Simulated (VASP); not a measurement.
RuSe, 2 atoms in the cell. Symmetry: F-43m, No. 216, cubic system. Conventional cell: a = 5.813 Å, b = 5.813 Å, c = 5.813 Å, α = 90.00°, β = 90.00°, γ = 90.00°. Ru (site symmetry -43m) has 4 Se at 2.52 Å as nearest neighbours. Around Se (site symmetry -43m) lie 4 Ru at 2.52 Å. The cell comes from a database or a generator and needn't be the stable form of this composition.

- Program: VASP 6.6.1
- Task: single point
- Functional: PBE
- Potentials or basis: VASP PAW PBE potentials, release 64 (Ru_pv, Se)
- Cutoff: 520 eV
- k mesh: 6 × 6 × 6
- Occupations: gaussian, width 0.05 eV
- Spin: collinear spin, ferromagnetic start
- Starting moments: [1.0, 0.0] μB
- Fixed moment: 4 μB
- Hubbard terms: Ru d U = 4 eV
- Further INCAR settings: ALGO = Fast; EDIFF = 1e-07

Potentials or basis: VASP PAW PBE potentials, release 64 (Ru_pv, Se).

The run is started by

```console
$ cat potpaw_PBE.64/Ru_pv/POTCAR potpaw_PBE.64/Se/POTCAR > POTCAR
$ mpirun -np 1 vasp_std > vasp.out
```

Hardware: 1 thread of Intel(R) Xeon(R) Platinum 8488C (Sapphire Rapids), on a shared host.

Question: How long does it take, and how much memory?

Answer: Run time: 28 s on 1 thread of Intel(R) Xeon(R) Platinum 8488C (Sapphire Rapids), with other jobs on the host, peak memory 0.2 GiB. Counts: scf iterations 20, k points 16.
